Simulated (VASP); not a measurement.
# Ba3Mo (P6/mmm) in VASP: a series of runs, part 2 of 2

VASP 6.6.1. The steps go on from the part before.

### Step 4. Single point, PBE (random cell by space group and Wyckoff sites (P6/mmm, No. 191))

INCAR reads:

```
ALGO = Normal
EDIFF = 1E-6
ENCUT = 520
GGA = PE
ISIF = 2
ISMEAR = 0
LASPH = True
LCHARG = False
LREAL = False
LWAVE = False
NBANDS = 30
NELM = 100
PREC = Accurate
SIGMA = 0.1
```

KPOINTS reads:

```
k-points
0
Gamma
  3 3 4
```

POSCAR reads:

```
Ba3Mo
1.0
    6.3566010200      0.0000000000      0.0000000000
   -3.1783005100      5.5049779600      0.0000000000
    0.0000000000      0.0000000000      4.3880355300
Ba Mo
3 1
Direct
    0.5000000000      0.0000000000      0.0000000000
    0.0000000000      0.5000000000      0.0000000000
    0.5000000000      0.5000000000      0.0000000000
    0.0000000000      0.0000000000      0.0000000000
```

Potentials or basis: VASP PAW PBE potentials, release 64 (Ba_sv, Mo_sv).

The run is started by

```bash
$ cat potpaw_PBE.64/Ba_sv/POTCAR potpaw_PBE.64/Mo_sv/POTCAR > POTCAR
$ mpirun -np 1 vasp_std > vasp.out
```

OUTCAR:

```text
EDIFF = 1E-6
   ENCUT = 520
   GGA = PE
   ISIF = 2
   ISMEAR = 0
   LASPH = True
   LREAL = False
   NELM = 100
   PREC = Accurate

 ion  position               nearest neighbor table
   1  0.500  0.000  0.000-   2 3.18   3 3.18   3 3.18   2 3.18   4 3.18   4 3.18
   2  0.000  0.500  0.000-   1 3.18   4 3.18   4 3.18   1 3.18   3 3.18   3 3.18
   3  0.500  0.500  0.000-   1 3.18   4 3.18   1 3.18   4 3.18   2 3.18   2 3.18
   4  0.000  0.000  0.000-   2 3.18   3 3.18   2 3.18   3 3.18   1 3.18   1 3.18
[... 482 lines left out ...]
  Direction    XX          YY          ZZ          XY          YZ          ZX
  --------------------------------------------------------------------------------------
  -------------------------------------------------------------------------------------
  Total        8.1993792      8.1993791     -5.5865680      0.0000000      0.0000000      0.0000000
  in kB       85.5541101     85.5541100    -58.2914688      0.0000000      0.0000000      0.0000000
  external PRESSURE =      37.6055838 kB  Pullay stress =       0.0000000 kB

 VOLUME and BASIS-vectors are now :
 -----------------------------------------------------------------------------
  energy-cutoff  :      520.00
  volume of cell :      153.55
      direct lattice vectors                 reciprocal lattice vectors
     6.356601020  0.000000000  0.000000000     0.157316779  0.090826885  0.000000000
    -3.178300510  5.504977960  0.000000000     0.000000000  0.181653770  0.000000000
     0.000000000  0.000000000  4.388035530     0.000000000  0.000000000  0.227892412

 POSITION                                       TOTAL-FORCE (eV/Angst)
 -----------------------------------------------------------------------------------
      3.17830      0.00000      0.00000        -0.000000      0.000000      0.000000
     -1.58915      2.75249      0.00000        -0.000000      0.000000      0.000000
      1.58915      2.75249      0.00000         0.000000      0.000000      0.000000
      0.00000      0.00000      0.00000        -0.000000      0.000000      0.000000
 -----------------------------------------------------------------------------------
    total drift:                               -0.000000      0.000000      0.000000

  FREE ENERGIE OF THE ION-ELECTRON SYSTEM (eV)
  ---------------------------------------------------
  free  energy   TOTEN  =        -9.4625084618 eV

  energy  without entropy=       -9.4130378543  energy(sigma->0) =       -9.43777316
```

OSZICAR:

```text
N       E                     dE             d eps       ncg     rms          rms(c)
DAV:   1     0.370002714304E+03    0.37000E+03   -0.20714E+04   548   0.132E+03
DAV:   2     0.143905217760E+02   -0.35561E+03   -0.34730E+03   736   0.315E+02
DAV:   3    -0.991666912480E+01   -0.24307E+02   -0.23149E+02   832   0.712E+01
DAV:   4    -0.111658883929E+02   -0.12492E+01   -0.12155E+01   798   0.133E+01
DAV:   5    -0.111908698459E+02   -0.24981E-01   -0.24907E-01   712   0.186E+00    0.142E+01
DAV:   6    -0.144487476684E+02   -0.32579E+01   -0.31247E+01   628   0.137E+01    0.146E+01
DAV:   7    -0.965073757264E+01    0.47980E+01   -0.25375E+01   646   0.113E+01    0.686E+00
DAV:   8    -0.948198160097E+01    0.16876E+00   -0.92854E-01   684   0.397E+00    0.181E+00
DAV:   9    -0.946358426292E+01    0.18397E-01   -0.14424E-01   726   0.124E+00    0.772E-01
DAV:  10    -0.946215582931E+01    0.14284E-02   -0.21020E-02   676   0.436E-01    0.301E-01
DAV:  11    -0.946238094008E+01   -0.22511E-03   -0.21805E-03   714   0.193E-01    0.105E-01
DAV:  12    -0.946248875097E+01   -0.10781E-03   -0.17464E-04   670   0.684E-02    0.471E-02
DAV:  13    -0.946250768354E+01   -0.18933E-04   -0.12524E-04   678   0.405E-02    0.146E-02
DAV:  14    -0.946250930759E+01   -0.16241E-05   -0.74625E-06   606   0.129E-02    0.729E-03
DAV:  15    -0.946250846180E+01    0.84579E-06   -0.17881E-06   422   0.460E-03
   1 F= -.94625085E+01 E0= -.94377732E+01  d E =-.494706E-01
```

stdout:

```text
POSCAR found type information on POSCAR BaMo
 POSCAR found :  2 types and       4 ions
 scaLAPACK will be used
 LDA part: xc-table for (Slater+PW92), standard interpolation
 POSCAR, INCAR and KPOINTS ok, starting setup
 FFT: planning ... GRIDC
 FFT: planning ... GRID_SOFT
 FFT: planning ... GRID
 WAVECAR not read
 entering main loop
```

It took 21 s on 1 thread of Intel Xeon 6975P-C (Granite Rapids), shared host; peak memory 0.27 GiB.

What came out:

```
Free energy            : -9.4625 eV
Pressure               : 3.8 GPa
Band gap on the k mesh : none (metal or under the smearing width)
```

Stress tensor (GPa, compression positive):
```
 8.56  0.00  0.00
 0.00  8.56  0.00
 0.00  0.00 -5.83
```

Caveat: the k mesh is coarse (spacing up to 0.38 Å⁻¹), so the values aren't converged.

### Step 5. Single point, PBE (random cell by space group and Wyckoff sites (P6/mmm, No. 191))

INCAR reads:

```
PREC     = Accurate       # precision mode
ENCUT    = 520            # plane-wave cutoff, eV
EDIFF    = 1E-6           # SCF threshold, eV
ISMEAR   = 0              # smearing method
SIGMA    = 0.1            # smearing width, eV
LREAL    = F              # projectors in reciprocal space
LASPH    = T              # aspherical terms in the spheres
NELM     = 100            # most SCF steps
ALGO     = Normal         # electronic algorithm
ISIF     = 2              # what is computed and relaxed
LWAVE    = F              # write WAVECAR
LCHARG   = F              # write CHGCAR
GGA      = PE             # functional
NBANDS   = 30             # bands
```

KPOINTS reads:

```
regular mesh
0
Gamma
  3 3 6
```

POSCAR reads:

```
Ba3Mo
1.0
    7.0568993023      0.0000000000      0.0000000000
   -3.5284496511      6.1114540678      0.0000000000
    0.0000000000      0.0000000000      3.3048874297
Ba Mo
3 1
Direct
    0.5000000000      0.0000000000      0.0000000000
    0.0000000000      0.5000000000      0.0000000000
    0.5000000000      0.5000000000      0.0000000000
    0.0000000000      0.0000000000      0.0000000000
```

The run is started by

```bash
$ cat potpaw_PBE.64/Ba_sv/POTCAR potpaw_PBE.64/Mo_sv/POTCAR > POTCAR
$ mpirun -np 1 vasp_std > vasp.out
```

It took 33 s on 1 thread of Intel Xeon 6975P-C (Granite Rapids), shared host; peak memory 0.28 GiB.

The run converged. Its results:

```
Free energy            : -11.3996 eV
Pressure               : 1.0 GPa
Band gap on the k mesh : none (metal or under the smearing width)
```

Stress tensor (GPa, compression positive):
```
0.94 0.00 0.00
0.00 0.94 0.00
0.00 0.00 1.05
```

Levels at points of the mesh, in eV from the Fermi level:
```tsv
k point	band 18	band 19	band 20	band 21	band 22	band 23	band 24	band 25	band 26	band 27
(0.00, 0.00, 0.00)	-1.86	-1.37	-1.37	-1.16	-0.21	0.75	0.75	0.97	0.97	1.32
(0.00, 0.00, 0.50)	-1.83	-1.83	-1.24	-0.53	-0.53	-0.12	1.01	1.01	1.21	2.19
```

The run has no spin-orbit coupling, so splittings on Ba are missing.

### Step 6. Relaxation of cell and atoms, PBE (random cell by space group and Wyckoff sites (P6/mmm, No. 191))

INCAR reads:

```
SYSTEM = Ba3Mo
PREC     = Accurate       ! precision mode
ENCUT    = 600            ! plane-wave cutoff, eV
EDIFF    = 1E-6           ! SCF threshold, eV
ISMEAR   = 0              ! smearing method
SIGMA    = 0.1            ! smearing width, eV
LREAL    = .FALSE.        ! projectors in reciprocal space
LASPH    = .TRUE.         ! aspherical terms in the spheres
NELM     = 100            ! most SCF steps
ALGO     = Normal         ! electronic algorithm
ISIF     = 3              ! what is computed and relaxed
LWAVE    = .FALSE.        ! write WAVECAR
LCHARG   = .FALSE.        ! write CHGCAR
GGA      = PE             ! functional
IBRION   = 2              ! ionic algorithm
NSW      = 90             ! ionic steps
EDIFFG   = -0.04          ! ionic threshold
```

KPOINTS reads:

```
Automatic mesh
0
G
  3 3 6
  0 0 0
```

POSCAR reads:

```
Ba3Mo
1.0
    7.0176477501      0.0000000000      0.0000000000
   -3.5088238750      6.0774612264      0.0000000000
    0.0000000000      0.0000000000      3.3772022358
Ba Mo
3 1
Direct
    0.5000000000      0.0000000000      0.0000000000
    0.0000000000      0.5000000000      0.0000000000
    0.5000000000      0.5000000000      0.0000000000
    0.0000000000      0.0000000000      0.0000000000
```

Potentials or basis: VASP PAW PBE potentials, release 64 (Ba_sv, Mo_sv).

The run is started by

```bash
$ cat potpaw_PBE.64/Ba_sv/POTCAR potpaw_PBE.64/Mo_sv/POTCAR > POTCAR
$ mpirun -np 1 vasp_std > vasp.out
```

OUTCAR:

```text
SYSTEM = Ba3Mo
   PREC = Accurate
   ENCUT = 600
   EDIFF = 1E-6
   ISMEAR = 0
   LREAL = .FALSE.
   LASPH = .TRUE.
   NELM = 100
   ISIF = 3
   GGA = PE
   IBRION = 2
   NSW = 90
   EDIFFG = -0.04

 ion  position               nearest neighbor table
   1  0.500  0.000  0.000-   3 3.51   3 3.51   4 3.51   4 3.51   2 3.51   2 3.51
   2  0.000  0.500  0.000-   4 3.51   4 3.51   3 3.51   3 3.51   1 3.51   1 3.51
   3  0.500  0.500  0.000-   1 3.51   1 3.51   2 3.51   2 3.51   4 3.51   4 3.51
   4  0.000  0.000  0.000-   2 3.51   2 3.51   1 3.51   1 3.51   3 3.51   3 3.51

  LATTYP: Found a hexagonal cell.
 ALAT       =     7.0176477501
 C/A-ratio  =     0.4812441941

  Lattice vectors:

 A1 = (   7.0176477501,   0.0000000000,   0.0000000000)
 A2 = (  -3.5088238750,   6.0774612264,   0.0000000000)
 A3 = (   0.0000000000,   0.0000000000,   3.3772022358)

Analysis of symmetry for initial positions (statically):
=====================================================================
 Subroutine PRICEL returns:
 Original cell was already a primitive cell.

 Routine SETGRP: Setting up the symmetry group for a
 hexagonal supercell.

 Subroutine GETGRP returns: Found 24 space group operations
 (whereof 24 operations were pure point group operations)
 out of a pool of 24 trial point group operations.

The static configuration has the point symmetry D_6h.

Analysis of symmetry for dynamics (positions and initial velocities):
=====================================================================
 Subroutine PRICEL returns:
 Original cell was already a primitive cell.

 Routine SETGRP: Setting up the symmetry group for a
 hexagonal supercell.

 Subroutine GETGRP returns: Found 24 space group operations
 (whereof 24 operations were pure point group operations)
 out of a pool of 24 trial point group operations.

The dynamic configuration has the point symmetry D_6h.

[... 97 lines left out ...]
   POTIM  = 0.5000    time-step for ionic-motion
   TEBEG  =    0.0;   TEEND  =   0.0 temperature during run
   PSTRESS=    0.0 pullay stress
   NELECT =      44.0000    total number of electrons
   NUPDOWN=      -1.0000    fix difference up-down
   EMIN   =  10.00;   EMAX   =-10.00  energy-range for DOS
   EFERMI =   0.00;   METHOD = LEGACY
   ISMEAR =     0;   SIGMA  =   0.10  broadening in eV -4-tet -1-fermi 0-gaus
   EFERMI_NEDOS =   21; number of points for ismear=-14 and -15
   IALGO  =     38    algorithm
   IMIX   =      4    mixing-type and parameters
     AMIX     =   0.40;   BMIX     =  1.00
     AMIX_MAG =   1.60;   BMIX_MAG =  1.00
  volume/ion in A,a.u.               =      36.01       243.00
  Fermi-wavevector in a.u.,A,eV,Ry     =   1.102560  2.083536 16.539758  1.215638
  Thomas-Fermi vector in A             =   2.239004
   LORBIT       =      0    0 simple, 1 ext, 2 COOP (PROOUT), +10 PAW based schemes
   GGA     = PE    functional components
   LHFCALC =     F    Hartree Fock is set to
   AEXX    =    0.0000 exact exchange contribution
   IVDW    =     0    specifies the selected vdW correction
   LEPSILON=     F    determine dielectric tensor
   LRPA    =     F    only Hartree local field effects (RPA)
 conjugate gradient relaxation of ions
 non-spin polarized calculation
 Gauss-broadening in eV      SIGMA  =   0.10
  energy-cutoff  :      600.00
  volume of cell :      144.04
 maximum number of plane-waves:      4831
   NGX = 29   NGY = 29   NGZ = 13

--------------------------------------- Ionic step        1  -------------------------------------------

 number of electron      43.9999995 magnetization

 Free energy of the ion-electron system (eV)
  ---------------------------------------------------
  ext. energy  EPLUGINS =         0.00000000
  ---------------------------------------------------
  free energy    TOTEN  =       -11.39460920 eV

  energy without entropy =      -11.32481408  energy(sigma->0) =      -11.35971164

------------------------ aborting loop because EDIFF is reached ----------------------------------------

  FORCE on cell =-STRESS in cart. coord.  units (eV):
  Direction    XX          YY          ZZ          XY          YZ          ZX
  --------------------------------------------------------------------------------------
  -------------------------------------------------------------------------------------
  Total        1.2708216      1.2708216     -0.2667797      0.0000000      0.0000000      0.0000000
  in kB       14.1359287     14.1359287     -2.9675127      0.0000000      0.0000000      0.0000000
  external PRESSURE =       8.4347816 kB  Pullay stress =       0.0000000 kB
[... 63 lines left out ...]
--------------------------------------- Ionic step        3  -------------------------------------------

 number of electron      43.9999997 magnetization

 Free energy of the ion-electron system (eV)
  ---------------------------------------------------
  ext. energy  EPLUGINS =         0.00000000
  ---------------------------------------------------
  free energy    TOTEN  =       -11.41955070 eV

  energy without entropy =      -11.34676621  energy(sigma->0) =      -11.38315845

 E-fermi :   3.6461     XC(G=0):  -9.2038

 val. band max:        3.6364058241   @ k =   0.0000   0.0000   0.1667
 cond. band min:       3.6484184820   @ k =   0.3333  -0.0000   0.3333
 fundamental gap:      0.0120126579
 Fermi energy:         3.6461207053

 k-point     1 :       0.0000    0.0000    0.0000
  band No.  band energies     occupation
      1     -56.9786      2.00000
      2     -31.1133      2.00000
      3     -30.9571      2.00000
      4     -30.9571      2.00000
      5     -25.0355      2.00000
      6     -24.7682      2.00000
[... 368 lines left out ...]
  FREE ENERGIE OF THE ION-ELECTRON SYSTEM (eV)
  ---------------------------------------------------
  free  energy   TOTEN  =       -11.4195506954 eV

  energy  without entropy=      -11.3467662121  energy(sigma->0) =      -11.38315845

 reached required accuracy - stopping structural energy minimisation
```

Run time: 71 s. Hardware: 1 thread of Intel Xeon 6975P-C (Granite Rapids), shared host; peak memory 0.32 GiB.

What came out:

```
Free energy                            : -11.4196 eV
Relaxed volume                         : 37.30 Å³/atom
Relaxed cell                           : a = 7.158 Å, b = 7.158 Å, c = 3.363 Å, α = 90.00°, β = 90.00°, γ = 120.00°
Space group after relaxing (to 0.05 Å) : P6/mmm (No. 191)
Energy gained by relaxing              : 6.2 meV/atom
Ionic steps                            : 3
Pressure after relaxing                : 0.0 GPa
Band gap on the k mesh                 : none (metal or under the smearing width)
```

Step by step:
| step | energy change (eV) | largest force (eV/Å) | pressure (GPa) | volume (Å³) |
| --- | --- | --- | --- | --- |
| 1 | 0.0000 | 0.0000 | 0.84 | 144.04 |
| 2 | -0.0238 | 0.0000 | 0.20 | 148.01 |
| 3 | -0.0249 | 0.0000 | 0.03 | 149.21 |

Final structure:
```cif
data_structure
_symmetry_space_group_name_H-M 'P 1'
_symmetry_Int_Tables_number 1
_cell_length_a 7.1576
_cell_length_b 7.1576
_cell_length_c 3.3631
_cell_angle_alpha 90.000
_cell_angle_beta 90.000
_cell_angle_gamma 120.000
_cell_volume 149.21
loop_
_atom_site_label
_atom_site_type_symbol
_atom_site_fract_x
_atom_site_fract_y
_atom_site_fract_z
_atom_site_occupancy
Ba1 Ba 0.50000 0.00000 0.00000 1
Ba2 Ba 0.00000 0.50000 0.00000 1
Ba3 Ba 0.50000 0.50000 0.00000 1
Mo1 Mo 0.00000 0.00000 0.00000 1
```

Levels at points of the mesh, in eV from the Fermi level:
```csv
k point,band 18,band 19,band 20,band 21,band 22,band 23,band 24,band 25,band 26
"(0.00, 0.00, 0.00)",-1.81,-1.29,-1.29,-1.08,-0.17,0.69,0.69,0.91,0.91
"(0.00, 0.00, 0.50)",-1.68,-1.68,-1.22,-0.49,-0.49,-0.14,1.01,1.01,1.15
```

The run has no spin-orbit coupling, so splittings on Ba are missing.

### Step 7. The runs side by side

| task | cell | k mesh | cutoff (eV) | mesh quality | gap on the mesh (eV) | pressure (GPa) | relaxed volume (Å³/atom) |
| --- | --- | --- | --- | --- | --- | --- | --- |
| single point | random cell by space group and Wyckoff sites (P6/mmm, No. 191) | 3 × 3 × 4 | 520 | coarse | none | 3.8 | - |
| relaxation of cell and atoms | relaxed from: random cell by space group and Wyckoff sites (P6/mmm, No. 191) | 3 × 3 × 4 | 600 | coarse | none | 0.0 | 37.75 |
| single point | random cell by space group and Wyckoff sites (P6/mmm, No. 191) | 3 × 3 × 6 | 520 | not flagged | none | 1.0 | - |
| relaxation of cell and atoms | relaxed from: random cell by space group and Wyckoff sites (P6/mmm, No. 191) | 3 × 3 × 6 | 600 | not flagged | none | 0.0 | 37.30 |

Alike in all rows: level PBE; potentials or basis VASP PAW PBE potentials, release 64 (Ba_sv, Mo_sv); no spin polarisation; smearing gaussian 0.1 eV.

Caveats: some runs use coarse meshes.

Absolute energies hang on the potentials; compare differences alone.
